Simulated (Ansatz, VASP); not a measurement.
# BAs: VASP beside Ansatz, part 3 of 3

One calculation is typed for both programs; each brings its own data sets. How far apart do they land? The cell is taken from a series of runs on this material, whose earlier steps may have relaxed, scaled, displaced or heated it; both programs get it as it stands.

VASP 6.6.1 and Ansatz 0.2.0.

So far: Ansatz: zone-centre phonons, PBE, pair 1; Differences; VASP: zone-centre phonons, PBE, pair 2; Ansatz: zone-centre phonons, PBE, pair 2; Comparison; Ansatz: zone-centre phonons, PBE, pair 3.

### Step 9. VASP: zone-centre phonons, PBE, pair 3

Level of this step: PBE; plane waves and PAW (B, As) (VASP).

The same cell, functional and mesh now go to VASP, with its own data sets.

INCAR

```
SYSTEM = BAs
PREC = Accurate
ENCUT = 500
EDIFF = 1E-08
NELM = 120
ISMEAR = 0
SIGMA = 0.01
LREAL = .FALSE.
ALGO = Normal
GGA = PE
NBANDS = 10
LORBIT = 11
LWAVE = .FALSE.
LCHARG = .FALSE.
ISIF = 2
IBRION = 8
LEPSILON = .TRUE.
LASPH = .TRUE.
GGA_COMPAT = .FALSE.
EFERMI = MIDGAP
KPAR = 2
```

POSCAR

```
BAs
1.0
    0.0000000000      2.3555754617      2.3555754617
    2.3555754617      0.0000000000      2.3555754617
    2.3555754617      2.3555754617      0.0000000000
B As
1 1
Direct
    0.0000000000      0.0000000000      0.0000000000
    0.7500000000      0.7500000000      0.7500000000
```

KPOINTS

```
Automatic mesh
0
Gamma
12 12 12
0 0 0
```

Potentials, in the order of the species: B and As (PBE family, release 64).

Launch:

```sh
mpirun -np 2 vasp_std
```

Numbers of over 12 decimals in the logs are rounded to 6 here.

What it wrote:

```text
[... set-up lines as in an earlier step ...]
 entering main loop
       N       E                     dE             d eps       ncg     rms          rms(c)
DAV:   1     0.120395237354E+02    0.12040E+02   -0.37789E+03  1440   0.685E+02
DAV:   2    -0.114839752692E+02   -0.23523E+02   -0.22510E+02  2058   0.107E+02
DAV:   3    -0.120822857373E+02   -0.59831E+00   -0.59717E+00  1700   0.167E+01
DAV:   4    -0.120837851646E+02   -0.14994E-02   -0.14993E-02  1740   0.940E-01
[...]
DAV:  13    -0.113602575352E+02   -0.57792E-07   -0.82688E-08  1746   0.198E-03    0.120E-03
DAV:  14    -0.113602576456E+02   -0.11039E-06   -0.13507E-08  1552   0.810E-04    0.122E-04
DAV:  15    -0.113602576509E+02   -0.52673E-08   -0.32724E-10   890   0.145E-04
   1 F= -.11360258E+02 E0= -.11360258E+02  d E =0.000000E+00
 Linear response reoptimize wavefunctions to high precision
DAV:   1    -0.113602576420E+02    0.89203E-08   -0.89910E-11   984   0.543E-05
DAV:   2    -0.113602576420E+02   -0.35243E-10   -0.41559E-12   858   0.139E-05
 Linear response G [H, r] |phi>, progress :
  Direction:   1
[...]
RMM:  10    -0.417501433528E-01   -0.37502E-09   -0.57462E-09  9578   0.156E-05    0.663E-07
 first order change of Fermi-energy   0.24778E+01
 force on displaced ion       1 direction 1 : -18.288   0.000   0.000
 Born effective charge ion    1 direction 1 :  -0.659   0.000   0.000
 Linear response progress:
  Degree of freedom:   2/  2
       N       E                     dE             d eps       ncg     rms          rms(c)
RMM:   1    -0.387245599306E-01   -0.38725E-01    0.28461E-02 13346   0.113E+00
RMM:   2    -0.364994129428E-01    0.22251E-02   -0.14235E-03  8923   0.211E-01    0.962E-02
RMM:   3    -0.363575253709E-01    0.14189E-03   -0.12206E-04  9532   0.282E-02    0.572E-02
RMM:   4    -0.364045188187E-01   -0.46993E-04   -0.10667E-04  9244   0.357E-02    0.352E-03
[...]
RMM:   8    -0.363857807431E-01    0.10432E-06   -0.42785E-08 10150   0.421E-05    0.219E-05
RMM:   9    -0.363858991839E-01   -0.11844E-06   -0.56502E-08  9972   0.367E-05    0.277E-06
RMM:  10    -0.363858907173E-01    0.84666E-08   -0.56465E-08  9429   0.116E-05    0.160E-06
 first order change of Fermi-energy  -0.24776E+01
 force on displaced ion       2 direction 1 : -18.287  -0.000  -0.000
 Born effective charge ion    2 direction 1 :   0.654   0.000   0.000
 Born effective charges drift removed
 Linear response finished
```

Parts of OUTCAR (step 9):

```text
  Total        1.6390235      1.6390235      1.6390235     -0.0000000     -0.0000000     -0.0000000
  in kB      100.4557293    100.4557293    100.4557293     -0.0000000     -0.0000000     -0.0000000
  external PRESSURE =     100.4557293 kB  Pullay stress =       0.0000000 kB

 POSITION                                       TOTAL-FORCE (eV/Angst)
 -----------------------------------------------------------------------------------
      0.00000      0.00000      0.00000         0.000000      0.000000      0.000000
      3.53336      3.53336      3.53336        -0.000000     -0.000000     -0.000000
 -----------------------------------------------------------------------------------
    total drift:                               -0.000000     -0.000000     -0.000000

 MACROSCOPIC STATIC DIELECTRIC TENSOR (including local field effects in DFT)
 ------------------------------------------------------
           9.631156    -0.000000    -0.000000
           0.000000     9.631156     0.000000
          -0.000000     0.000000     9.631156
 ------------------------------------------------------

 MACROSCOPIC STATIC DIELECTRIC TENSOR IONIC CONTRIBUTION
 ------------------------------------------------------
           0.162034    -0.000000    -0.000000
          -0.000000     0.162034     0.000000
          -0.000000     0.000000     0.162034
 ------------------------------------------------------

[... 1 part as in an earlier step ...]

[... 1 further part left out ...]
```

### Step 10. Side by side

What differs besides the data sets and the points named for the pairs above, as far as they apply: the data sets hold 18 valence electrons in Ansatz (on its PAW soft_1 files) and 8 in VASP. Total energies have different zeros and are not compared.

The two programs side by side:

| quantity | Ansatz | VASP | difference |
| --- | --- | --- | --- |
| ε∞ xx | 9.62 | 9.63 | -0.14 % |
| ε∞ yy | 9.62 | 9.63 | -0.14 % |
| ε∞ zz | 9.62 | 9.63 | -0.14 % |
| Born charge of B1 (mean of the diagonal) (e) | -0.62 | -0.65 | +0.03 |
| Born charge of As2 (mean of the diagonal) (e) | 0.62 | 0.65 | -0.03 |
| optical mode 1 to 3 (cm⁻¹) | 720.3 | 725.5 | -0.72 % |

Modes are paired by rising frequency, not by their patterns, so a pair may set unlike modes beside each other; they are those without the splitting of longitudinal modes.

### Step 11. Outcome

```yaml
r_m_s_difference_of_the_optical_zone_centre_modes_each_program_s_sorted_by_frequency_zone_centre_phonons_pbe_pair_1: 5.6 cm⁻¹
difference_in_optical_mode_1_to_3_zone_centre_phonons_pbe_pair_1: -0.7 %
r_m_s_difference_of_the_optical_zone_centre_modes_each_program_s_sorted_by_frequency_zone_centre_phonons_pbe_pair_2: 5.4 cm⁻¹
difference_in_optical_mode_1_to_3_zone_centre_phonons_pbe_pair_2: -0.7 %
r_m_s_difference_of_the_optical_zone_centre_modes_each_program_s_sorted_by_frequency_zone_centre_phonons_pbe_pair_3: 5.2 cm⁻¹
difference_in_optical_mode_1_to_3_zone_centre_phonons_pbe_pair_3: -0.7 %
```

What this shows: The r.m.s. difference of the optical zone-centre modes, each program's sorted by frequency is 5.6 cm⁻¹ (zone-centre phonons, PBE, pair 1). The data sets hold unlike numbers of valence electrons (18 in Ansatz and 8 in VASP), so part of the differences comes from the potentials. Among the rows given in per cent, the largest difference of the zone-centre phonons, PBE, pair 1 pair is in optical mode 1 to 3, -0.7 %. Among the rows given in per cent, the largest difference of the zone-centre phonons, PBE, pair 2 pair is in optical mode 1 to 3, -0.7 %. Among the rows given in per cent, the largest difference of the zone-centre phonons, PBE, pair 3 pair is in optical mode 1 to 3, -0.7 %. 1 further run of this series is not shown here. Such differences can come from data sets, numerical settings and the points named under the comparisons, not from the functional's error against experiment.

[Lines on the potential files, build, host, timing and source positions are cut from VASP's logs without a mark.]

[Logs are printed without paths, hosts, clocks, repeated set-up lines and the standing remarks that a program may print on its own settings, such as how far it seeks lower states.]

[Hosts, paths, dates, database ids (printed as entryN), source tags and the programs' standing remarks are cut or masked in the printed files.]
